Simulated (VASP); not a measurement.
Runs of VASP 6.6.1 on BCl3. The cell holds a molecule in a box, 4 atoms: a = 13.134 Å, b = 13.634 Å, c = 14.134 Å, α = 90.00°, β = 90.00°, γ = 90.00°. 

```tsv
task	level	cell	atoms held fixed (from 0)	gap on the mesh (eV)	largest force (eV/Å)
single point	RPBE+D3(BJ)	as given	-	5.04	0.04
single point	RPBE	as given	-	5.04	0.25
relaxation of the atoms	PBE+D3(BJ)	atoms relaxed	[0]	4.98	-
single point	optB86b-vdW	as given	-	(b)	(a)
single point	PBE	as given	-	4.98	0.02
```

Alike in all rows: potentials or basis VASP PAW PBE potentials, release 64 (B, Cl); no spin polarisation; k mesh 1 × 1 × 1; cutoff (eV) 400; smearing gaussian 0.01 eV.

Problem. Estimate the missing entries.

Solution. (a) 0.01; (b) 5.00.

Caveats: the PAW data sets were made with another functional, which shifts forces and pressure a little (some runs).

